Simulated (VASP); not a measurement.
Ga2Ge2O3:

```
Ga Ge O
1.0
    -4.04100    4.04100    4.04100
     4.04100   -4.04100    4.04100
     4.04100    4.04100   -4.04100
Ga Ge O
4 4 6
Direct
  0.93046 0.93046 0.93046
  0.00000 0.56954 0.50000
  0.50000 0.00000 0.56954
  0.56954 0.50000 0.00000
  0.50000 0.00000 0.14505
  0.14505 0.50000 0.00000
  0.00000 0.14505 0.50000
  0.35495 0.35495 0.35495
  0.28390 0.03390 0.25000
  0.21610 0.46610 0.75000
  0.75000 0.21610 0.46610
  0.25000 0.28390 0.03390
  0.46610 0.75000 0.21610
  0.03390 0.25000 0.28390
```

The cell was built by a generator and needn't be a form met in nature.

```yaml
Program: VASP 6.6.1
Task: relaxation of cell and atoms
Functional: PBE
Potentials_or_basis: VASP PAW PBE potentials, release 64 (Ga_d, Ge_d, O)
Cutoff: 520 eV
k_mesh: 4 × 4 × 4
Occupations: gaussian, width 0.03 eV
Spin: no spin polarisation
```

At the start: pressure 1.5 GPa; volume 18.85 Å³/atom.

Task: Where does the relaxation end?

Result: Over 29 steps the energy falls by 46.8 meV/atom and the volume is 22.39 Å³/atom (+18.7 %); space group I2_13 (No. 199, to 0.05 Å).

Step by step:
```csv
step,energy change (eV),largest force (eV/Å),pressure (GPa),volume (Å³)
1,0.0000,0.5329,1.51,263.95
2,-0.0494,0.5372,-0.90,270.80
3,-0.0536,0.4900,-0.42,269.26
4,-0.1129,0.3932,-0.23,270.61
5,-0.2340,0.3226,0.20,274.70
6,-0.1530,0.8609,1.54,283.00
7,-0.2595,0.3792,0.56,277.21
8,-0.3332,0.3645,0.24,282.52
9,-0.4856,0.3231,-0.75,298.77
10,-0.4750,0.5259,-2.70,333.11
11,-0.5406,0.3179,-1.46,312.39
12,-0.5833,0.1428,-0.74,313.00
13,-0.5955,0.3081,-0.07,313.56
14,-0.6046,0.2810,-0.09,313.51
15,-0.6268,0.2032,-0.09,313.39
16,-0.6498,0.0749,-0.15,313.13
17,-0.6513,0.1033,-0.17,313.05
18,-0.6528,0.1051,0.25,311.33
19,-0.6532,0.0653,0.14,311.87
20,-0.6549,0.0126,0.04,311.98
21,-0.6549,0.0107,0.06,311.98
22,-0.6550,0.0192,0.01,312.51
23,-0.6551,0.0288,-0.06,313.17
24,-0.6551,0.0186,-0.07,313.30
25,-0.6551,0.0149,-0.06,313.38
26,-0.6552,0.0106,-0.05,313.55
27,-0.6552,0.0133,-0.04,313.45
28,-0.6552,0.0115,-0.04,313.50
29,-0.6552,0.0091,0.00,313.40
```

Final structure:
```
CELL_PARAMETERS angstrom
-4.27902 4.27902 4.27902
4.27902 -4.27902 4.27902
4.27902 4.27902 -4.27902
ATOMIC_POSITIONS crystal
Ga 0.99603 0.99603 0.99603
Ga 0.00000 0.50397 0.50000
Ga 0.50000 0.00000 0.50397
Ga 0.50397 0.50000 0.00000
Ge 0.50000 0.00000 0.11085
Ge 0.11085 0.50000 0.00000
Ge 0.00000 0.11085 0.50000
Ge 0.38915 0.38915 0.38915
O 0.33898 0.08898 0.25000
O 0.16102 0.41102 0.75000
O 0.75000 0.16102 0.41102
O 0.25000 0.33898 0.08898
O 0.41102 0.75000 0.16102
O 0.08898 0.25000 0.33898
```

Caveat: the volume moved by over 15 % at a fixed basis, so the end points are rough.
